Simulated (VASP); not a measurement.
Here is the system:

```
CELL_PARAMETERS angstrom
      7.26301     0.00000     0.00000
      0.00000     7.26301     0.00000
      0.00000     0.00000     7.26301
ATOMIC_POSITIONS crystal
  Cu 0.50000 0.00000 0.00000
  Cu 0.75000 0.25000 0.00000
  Cu 0.75000 0.00000 0.25000
  Cu 0.00000 0.00000 0.00000
  Cu 0.25000 0.25000 0.00000
  Cu 0.50000 0.50000 0.00000
  Cu 0.75000 0.75000 0.00000
  Cu 0.25000 0.00000 0.25000
  Cu 0.50420 0.25651 0.24769
  Cu 0.74970 0.49555 0.25557
  Cu 0.50000 0.00000 0.50000
  Cu 0.75132 0.24363 0.50450
  Cu 0.75000 0.00000 0.75000
  Cu 0.00000 0.50000 0.00000
  Cu 0.25000 0.75000 0.00000
  Cu 0.00000 0.25000 0.25000
  Cu 0.25282 0.49361 0.25249
  Cu 0.49888 0.75558 0.25617
  Cu 0.00000 0.00000 0.50000
  Cu 0.25121 0.24766 0.49966
  Cu 0.75503 0.74773 0.50264
  Cu 0.25000 0.00000 0.75000
  Cu 0.50135 0.25609 0.75645
  Cu 0.75471 0.50589 0.75117
  Cu 0.00000 0.75000 0.25000
  Cu 0.00000 0.50000 0.50000
  Cu 0.24980 0.74756 0.49498
  Cu 0.00000 0.25000 0.75000
  Cu 0.24760 0.49454 0.74612
  Cu 0.50228 0.74575 0.74476
  Cu 0.00000 0.75000 0.75000
  Ag 0.49921 0.50319 0.50179
```

Calculation: PBE GGA, VASP's PBE PAW potentials (set 64) (plane waves; VASP). Numerical set-up: PREC = Normal, LREAL = Auto, ISYM = 0, EDIFF = 1E-5, 400 eV cut-off, 3×3×3 Γ-centred mesh, first-order Methfessel-Paxton smearing of 0.10 eV, potentials Cu Ag.

**Question.** The ions are relaxed. What does this cell relax into?

**Answer.** 
```
CELL_PARAMETERS angstrom
      7.26301     0.00000     0.00000
      0.00000     7.26301     0.00000
      0.00000     0.00000     7.26301
ATOMIC_POSITIONS crystal
  Cu 0.50050 0.99950 0.00044
  Cu 0.75142 0.24931 0.00027
  Cu 0.75122 0.99983 0.24961
  Cu 0.00054 0.99970 0.00036
  Cu 0.24956 0.24930 0.00036
  Cu 0.50057 0.50012 0.00045
  Cu 0.75110 0.75062 0.00055
  Cu 0.24984 0.99986 0.24941
  Cu 0.50063 0.24444 0.24480
  Cu 0.75586 0.49992 0.24507
  Cu 0.50054 0.99993 0.50056
  Cu 0.75575 0.24423 0.50076
  Cu 0.75110 0.99947 0.75144
  Cu 0.00071 0.49975 0.00051
  Cu 0.24989 0.75051 0.00054
  Cu 0.00039 0.24882 0.24969
  Cu 0.24538 0.49956 0.24521
  Cu 0.50044 0.75527 0.24551
  Cu 0.00070 0.99970 0.50032
  Cu 0.24546 0.24436 0.50034
  Cu 0.75618 0.75529 0.50033
  Cu 0.24988 0.99983 0.75113
  Cu 0.50058 0.24469 0.75637
  Cu 0.75636 0.50023 0.75583
  Cu 0.00069 0.75061 0.24953
  Cu 0.00049 0.49944 0.50025
  Cu 0.24511 0.75509 0.50011
  Cu 0.00054 0.24865 0.75114
  Cu 0.24495 0.49989 0.75575
  Cu 0.50017 0.75508 0.75556
  Cu 0.00073 0.75064 0.75109
  Ag 0.50084 0.49965 0.50071
```

**Question.** How much energy does the relaxation gain?

**Answer.** The energy (σ→0) changes by -10.1 meV/atom, in 9 ionic steps.

The cell is a supercell with a defect, built from Cu (fcc): Ag_Cu. The run is not spin-polarised, so no state with unpaired spins was tried.
